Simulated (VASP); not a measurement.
```yaml
crystal:
  lattice:
    - [0.00000, 2.80154, 2.80154]
    - [2.80154, 0.00000, 2.80154]
    - [2.80154, 2.80154, 0.00000]
  atoms:
    - { symbol: Be, position: [0.00000, 0.00000, 0.00000] }
    - { symbol: Te, position: [0.25000, 0.25000, 0.25000] }
```

Calculation: RPBE GGA, VASP's PBE PAW potentials (set 64) (plane waves; VASP 6.6.1). Numerical set-up: 520 eV cut-off, 8×8×8 Γ-centred mesh, Gaussian smearing of 0.050 eV, potentials Be Te.

Unless said otherwise, spin-orbit coupling is left out, though it shifts the bands of the heavy elements here.

Q: Estimate the energy per atom (σ→0), pressure, band gap (on the k-mesh) with the smallest direct gap where there is one.

A: 
| Item | Result |
|---|---|
| band gap (on the k-mesh) | 2.03 eV |
| smallest direct gap (on the k-mesh) | 3.62 eV |
| energy per atom (σ→0) | -3.508 eV/atom |
| pressure | 3.69 GPa |

The absolute energy has meaning only against runs of the same code, potentials and settings.

The compound is BeTe in the zinc blende structure. This cell is one point of a volume scan, at 0.94 of the reference volume.
